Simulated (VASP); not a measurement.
**What goes wrong when NaCl (Halite) is relaxed with a bad input**

Aim: see how common mistakes in a VASP relaxation show up, on NaCl (Halite). The starting structure is a measured crystal structure from the Crystallography Open Database. The first relaxation on each setting starts from this cell expanded by 3 % in volume.

Calculated with VASP 6.6.1; Kohn-Sham DFT with plane waves and PAW; PBEsol.

## Step 1: Set-up

It takes space group Fm-3m (No. 225, cubic). Conventional cell: a = 5.641 Å, b = 5.641 Å, c = 5.641 Å, α = 90.00°, β = 90.00°, γ = 90.00°. Cl has 6 Na at 2.82 Å nearest. Na has 6 Cl at 2.82 Å nearest. Farther neighbours and most contacts between anions are not listed.

## Step 2: Reference relaxation

This run starts from the cell of an earlier relaxation, which isn't shown; the restart sets up the plane waves anew.

INCAR reads:

```
SYSTEM = NaCl
PREC = Accurate
ENCUT = 450
EDIFF = 1E-06
NELM = 100
ISMEAR = 0
SIGMA = 0.03
LREAL = .FALSE.
ALGO = Normal
GGA = PS
NBANDS = 13
LORBIT = 11
LWAVE = .FALSE.
LCHARG = .FALSE.
KPAR = 4
IBRION = 2
NSW = 50
ISIF = 3
EDIFFG = -0.006
```

POSCAR reads:

```
NaCl
1.0
    0.0000000000      2.8010492261      2.8010492261
    2.8010492261      0.0000000000      2.8010492261
    2.8010492261      2.8010492261      0.0000000000
Cl Na
1 1
Direct
    0.5000000000      0.5000000000      0.5000000000
    0.0000000000      0.0000000000      0.0000000000
```

KPOINTS reads:

```
Automatic mesh
0
Gamma
6 6 6
0 0 0
```

Potentials, in the order of the species: Cl and Na_pv (PBE family, release 64).

The run is started by

```console
> mpirun -np 4 vasp_std
```

The program printed:

```text
[banner, memory and clock lines left out]
running    4 mpi-ranks, on    1 nodes
 distrk:  each k-point on    1 cores,    4 groups
 distr:  one band on    1 cores,    1 groups

 POSCAR found type information on POSCAR ClNa
 POSCAR found :  2 types and       2 ions
|                                                                             |
|               ----> ADVICE to this user running VASP <----                  |
|                                                                             |
|     You enforced a specific xc type in the INCAR file but a different       |
|     [... a line on the potential file left out ...]
|     I HOPE YOU KNOW WHAT YOU ARE DOING!                                     |
|                                                                             |

 LDA part: xc-table for (Slater+PW92), standard interpolation
 POSCAR, INCAR and KPOINTS ok, starting setup
 FFT: planning ... GRIDC
 FFT: planning ... GRID_SOFT
 FFT: planning ... GRID
 WAVECAR not read
 entering main loop
       N       E                     dE             d eps       ncg     rms          rms(c)
DAV:   1     0.927673330827E+02    0.92767E+02   -0.66664E+03   421   0.985E+02
DAV:   2     0.176652591210E+00   -0.92591E+02   -0.86486E+02   470   0.248E+02
DAV:   3    -0.703833558465E+01   -0.72150E+01   -0.71744E+01   536   0.704E+01
DAV:   4    -0.715730264406E+01   -0.11897E+00   -0.11891E+00   504   0.977E+00
DAV:   5    -0.715975016875E+01   -0.24475E-02   -0.24474E-02   514   0.138E+00    0.191E+00
DAV:   6    -0.700537926105E+01    0.15437E+00   -0.26374E-01   501   0.376E+00    0.137E+00
DAV:   7    -0.699483424385E+01    0.10545E-01   -0.63819E-02   551   0.175E+00    0.926E-01
DAV:   8    -0.699827123346E+01   -0.34370E-02   -0.75499E-03   451   0.842E-01    0.270E-01
DAV:   9    -0.699817776541E+01    0.93468E-04   -0.18776E-04   511   0.112E-01    0.169E-01
DAV:  10    -0.699821871436E+01   -0.40949E-04   -0.28519E-04   446   0.111E-01    0.575E-02
DAV:  11    -0.699820868260E+01    0.10032E-04   -0.19637E-05   501   0.338E-02    0.192E-02
DAV:  12    -0.699820794618E+01    0.73643E-06   -0.35191E-06   456   0.120E-02
   1 F= -.69982079E+01 E0= -.69982079E+01  d E =-.699821E+01
 curvature:   0.00 expect dE= 0.000E+00 dE for cont linesearch  0.000E+00
 trial: gam= 0.00000 g(F)=  0.316E-60 g(S)=  0.433E-04 ort = 0.000E+00 (trialstep = 0.100E+01)
 search vector abs. value=  0.433E-04
 bond charge predicted
       N       E                     dE             d eps       ncg     rms          rms(c)
DAV:   1    -0.699851370887E+01   -0.30503E-03   -0.58070E-03   496   0.103E+00    0.107E-01
DAV:   2    -0.699827940221E+01    0.23431E-03   -0.34442E-04   481   0.178E-01    0.434E-02
DAV:   3    -0.699824258357E+01    0.36819E-04   -0.85739E-05   501   0.958E-02    0.209E-02
DAV:   4    -0.699824190019E+01    0.68337E-06   -0.24329E-06   448   0.180E-02
   2 F= -.69982419E+01 E0= -.69982419E+01  d E =-.339540E-04
 trial-energy change:   -0.000034  1 .order   -0.000028   -0.000043   -0.000012
 step:   1.1609(harm=  1.3863)  dis= 0.00000  next Energy=    -6.998243 (dE=-0.350E-04)
 reached required accuracy - stopping structural energy minimisation
```

Wall time 3.2 s (4 MPI ranks of Intel Xeon 6975P-C (Granite Rapids), shared host); peak memory 0.56 GiB; 9.7 s of CPU time.

The logs omit lines about the potential files and the build; timing stands in the text.

OUTCAR, selected parts (step 2):

```text
ion  position               nearest neighbor table
   1  0.500  0.500  0.500-
   2  0.000  0.000  0.000-

  LATTYP: Found a face centered cubic cell.
 ALAT       =     5.6020984522

 Subroutine GETGRP returns: Found 48 space group operations
 (whereof 48 operations were pure point group operations)

The static configuration has the point symmetry O_h .

 Found     16 irreducible k-points:

   k-points           NKPTS =     16   k-points in BZ     NKDIM =     16   number of bands    NBANDS=     13

   dimension x,y,z NGX =    28 NGY =   28 NGZ =   28
   dimension x,y,z NGXF=    56 NGYF=   56 NGZF=   56

   ENCUT  =  450.0 eV  33.07 Ry    5.75 a.u.   6.85  6.85  6.85*2*pi/ulx,y,z

   NELECT =      14.0000    total number of electrons

 k-points in reciprocal lattice and weights: Automatic mesh
   0.00000000  0.00000000  0.00000000       0.005
   0.16666667  0.00000000  0.00000000       0.037
   0.33333333  0.00000000  0.00000000       0.037
   0.50000000  0.00000000  0.00000000       0.019
   0.16666667  0.16666667  0.00000000       0.028
   0.33333333  0.16666667  0.00000000       0.111
   0.50000000  0.16666667  0.00000000       0.111
  -0.33333333  0.16666667  0.00000000       0.111
  -0.16666667  0.16666667  0.00000000       0.056
[...]
-0.33333333  0.33333333  0.16666667       0.111
  -0.33333333  0.50000000  0.16666667       0.056

 average (electrostatic) potential at core
       1 -93.5791       2 -46.9467

 E-fermi :  -0.4868

 k-point     1 :       0.0000    0.0000    0.0000
  band No.  band energies     occupation
    ...
      3     -21.2672      2.00000
      4     -13.3518      2.00000
      5      -0.6555      2.00000
      6      -0.6555      2.00000
      7      -0.6555      2.00000
      8       4.3562      0.00000
      9      10.3615      0.00000
     10      10.3615      0.00000
     11      10.3615      0.00000
     12      12.6119      0.00000
    ...

 k-point     2 :       0.1667    0.0000    0.0000
  band No.  band energies     occupation
    ...
      3     -21.2678      2.00000
      4     -13.2636      2.00000
      5      -1.2973      2.00000
      6      -0.7295      2.00000
      7      -0.7295      2.00000
      8       5.1935      0.00000
      9       9.5447      0.00000
     10      10.6571      0.00000
     11      10.6571      0.00000
     12      12.2831      0.00000
    ...

 k-point     3 :       0.3333    0.0000    0.0000
  band No.  band energies     occupation
    ...
      3     -21.2690      2.00000
      4     -13.0790      2.00000
      5      -2.2810      2.00000
      6      -0.8703      2.00000
      7      -0.8703      2.00000
      8       6.2801      0.00000
      9       9.3827      0.00000
     10      10.4886      0.00000
     11      10.4886      0.00000
     12      13.3820      0.00000
    ...

  Total       -0.0068150     -0.0068150     -0.0068150      0.0000000     -0.0000000      0.0000000
  in kB       -0.2488593     -0.2488593     -0.2488593      0.0000000     -0.0000000      0.0000000
  external PRESSURE =      -0.2488593 kB  Pullay stress =       0.0000000 kB

  energy-cutoff  :      450.00
  volume of cell :       43.88
      direct lattice vectors                 reciprocal lattice vectors
     0.000000000  2.799396762  2.799396762    -0.178609909  0.178609909  0.178609909
     2.799396762  0.000000000  2.799396762     0.178609909 -0.178609909  0.178609909
     2.799396762  2.799396762 -0.000000000     0.178609909  0.178609909 -0.178609909

 POSITION                                       TOTAL-FORCE (eV/Angst)
 -----------------------------------------------------------------------------------
      2.79940      2.79940      2.79940        -0.000000      0.000000     -0.000000
      5.59879      5.59879      5.59879         0.000000     -0.000000      0.000000
 -----------------------------------------------------------------------------------
    total drift:                                0.000000      0.000000      0.000000

  FREE ENERGIE OF THE ION-ELECTRON SYSTEM (eV)
  ---------------------------------------------------
  free  energy   TOTEN  =        -6.9982419002 eV

  energy  without entropy=       -6.9982419002  energy(sigma->0) =       -6.99824190

 reached required accuracy - stopping structural energy minimisation

 total charge
# of ion       s       p       d       tot
------------------------------------------
    1        1.578   3.557   0.000   5.135
    2        0.045   5.983   0.000   6.028
--------------------------------------------------
tot          1.622   9.540   0.000  11.163

[... 3 further parts left out ...]
```

The PAW data sets were made with PBE, which is usual practice but a small mismatch for other functionals. The run keeps the 48 symmetry operations of its start, so it cannot find a distortion of lower symmetry.

The reference relaxation ends at 21.938 Å³ an atom. Pressures at 0.985 and 1.015 times this volume, from two more relaxations that aren't shown, give a bulk modulus of 26.3 GPa.

## Step 3: Relaxation with too few ionic steps

A slip made on purpose: too few ionic steps. Against step 2 the input has NSW = 2 (also changed: NELM).

Changes to INCAR since step 2:

```diff
@@ -4,3 +4,3 @@
 EDIFF = 1E-06
-NELM = 100
+NELM = 60
 ISMEAR = 0
@@ -16,3 +16,3 @@
 IBRION = 2
-NSW = 50
+NSW = 2
 ISIF = 3
```

POSCAR reads:

```
NaCl
1.0
    0.0000000000      2.8482053805      2.8482053805
    2.8482053805      0.0000000000      2.8482053805
    2.8482053805      2.8482053805      0.0000000000
Cl Na
1 1
Direct
    0.5000000000      0.5000000000      0.5000000000
    0.0000000000      0.0000000000      0.0000000000
```

KPOINTS is that of step 2.

The run is started by

```console
> mpirun -np 4 vasp_std
```

The program printed:

```text
[banner, memory and clock lines left out]
running    4 mpi-ranks, on    1 nodes
[...]
[... a notice as in an earlier step ...]

 LDA part: xc-table for (Slater+PW92), standard interpolation
 POSCAR, INCAR and KPOINTS ok, starting setup
[...]
entering main loop
       N       E                     dE             d eps       ncg     rms          rms(c)
DAV:   1     0.916284147351E+02    0.91628E+02   -0.67017E+03   426   0.969E+02
DAV:   2     0.127462348000E+00   -0.91501E+02   -0.85342E+02   459   0.264E+02
DAV:   3    -0.703078474595E+01   -0.71582E+01   -0.71203E+01   526   0.704E+01
DAV:   4    -0.715746414734E+01   -0.12668E+00   -0.12660E+00   466   0.102E+01
[...]
DAV:  11    -0.699047743046E+01    0.15117E-04   -0.28498E-05   496   0.371E-02    0.241E-02
DAV:  12    -0.699047630640E+01    0.11241E-05   -0.46761E-06   476   0.127E-02    0.115E-03
DAV:  13    -0.699047653727E+01   -0.23087E-06   -0.12298E-07   413   0.257E-03
   1 F= -.69904765E+01 E0= -.69904765E+01  d E =-.699048E+01
[...]
N       E                     dE             d eps       ncg     rms          rms(c)
DAV:   1    -0.705834757722E+01   -0.67871E-01   -0.12688E+00   486   0.149E+01    0.161E+00
DAV:   2    -0.700725874176E+01    0.51089E-01   -0.77692E-02   486   0.263E+00    0.645E-01
DAV:   3    -0.699863011299E+01    0.86286E-02   -0.18622E-02   491   0.140E+00    0.314E-01
DAV:   4    -0.699770468268E+01    0.92543E-03   -0.57012E-04   618   0.267E-01    0.278E-02
DAV:   5    -0.699768741536E+01    0.17267E-04   -0.60353E-05   491   0.633E-02    0.162E-02
DAV:   6    -0.699768717793E+01    0.23742E-06   -0.27824E-06   451   0.224E-02
   2 F= -.69976872E+01 E0= -.69976872E+01  d E =-.721064E-02
 trial-energy change:   -0.007211  1 .order   -0.006891   -0.009407   -0.004374
 step:   1.5468(harm=  1.8692)  dis= 0.00000  next Energy=    -6.998935 (dE=-0.846E-02)
```

The job ended after 4.2 s (4 MPI ranks; peak memory 0.56 GiB).

From OUTCAR (step 3):

```text
  Total       -0.1676626     -0.1676626     -0.1676626      0.0000000     -0.0000000      0.0000000
  in kB       -5.9673778     -5.9673778     -5.9673778      0.0000000     -0.0000000      0.0000000
  external PRESSURE =      -5.9673778 kB  Pullay stress =       0.0000000 kB

 POSITION                                       TOTAL-FORCE (eV/Angst)
 -----------------------------------------------------------------------------------
      2.82343      2.82343      2.82343         0.000000     -0.000000      0.000000
      5.64687      5.64687      5.64687        -0.000000      0.000000     -0.000000
 -----------------------------------------------------------------------------------
    total drift:                                0.000000      0.000000      0.000000

  FREE ENERGIE OF THE ION-ELECTRON SYSTEM (eV)
  ---------------------------------------------------
  free  energy   TOTEN  =        -6.9976871779 eV

  energy  without entropy=       -6.9976871779  energy(sigma->0) =       -6.99768718

[... 1 part as in an earlier step ...]

[... 2 further parts left out ...]
[key lines of the parts left out:]
E-fermi :  -0.5848
```

The relaxation used up its 2 ionic steps (NSW) before forces and stress met EDIFFG.

## Step 4: Relaxation with the cell held fixed (ISIF = 2)

A slip made on purpose: the cell held fixed (ISIF = 2). Against step 2 the input has ISIF = 2 (also changed: NELM).

Changes to INCAR since step 3:

```diff
@@ -16,4 +16,4 @@
 IBRION = 2
-NSW = 2
-ISIF = 3
+NSW = 50
+ISIF = 2
 EDIFFG = -0.006
```

POSCAR is that of step 3.

KPOINTS is that of step 3.

The run is started by

```console
> mpirun -np 4 vasp_std
```

The program printed:

```text
[... set-up lines as in an earlier step ...]
 entering main loop
       N       E                     dE             d eps       ncg     rms          rms(c)
[... 13 cycles as in an earlier step ...]
   1 F= -.69904765E+01 E0= -.69904765E+01  d E =-.699048E+01
[...]
reached required accuracy - stopping structural energy minimisation
```

Elapsed: 3 s, on 4 MPI ranks; peak memory 0.55 GiB; 9 s of CPU time.

OUTCAR, selected parts (step 4):

```text
  Total       -0.3605528     -0.3605528     -0.3605528     -0.0000000     -0.0000000      0.0000000
  in kB      -12.5007363    -12.5007363    -12.5007363     -0.0000000     -0.0000000      0.0000000
  external PRESSURE =     -12.5007363 kB  Pullay stress =       0.0000000 kB

 POSITION                                       TOTAL-FORCE (eV/Angst)
 -----------------------------------------------------------------------------------
      2.84821      2.84821      2.84821         0.000000      0.000000      0.000000
      0.00000      0.00000      0.00000        -0.000000     -0.000000     -0.000000
 -----------------------------------------------------------------------------------
    total drift:                                0.000000      0.000000      0.000000

  FREE ENERGIE OF THE ION-ELECTRON SYSTEM (eV)
  ---------------------------------------------------
  free  energy   TOTEN  =        -6.9904765373 eV

  energy  without entropy=       -6.9904765373  energy(sigma->0) =       -6.99047654

[... 2 parts as in an earlier step ...]

[... 2 further parts left out ...]
[key lines of the parts left out:]
E-fermi :  -0.8033
```

With the cell held fixed (ISIF = 2) the cell ends at 23.105 Å³ an atom, +5.32 % from the reference.

(Continued in part 2 of 2.)

[Lines on the potential files, build, host, timing and source positions are cut from VASP's logs without a mark.]

[Logs are printed without paths, hosts, clocks, repeated set-up lines and the standing remarks that a program may print on its own settings, such as how far it seeks lower states.]

[Hosts, paths, dates, database ids (printed as entryN), source tags and the programs' standing remarks are cut or masked in the printed files.]
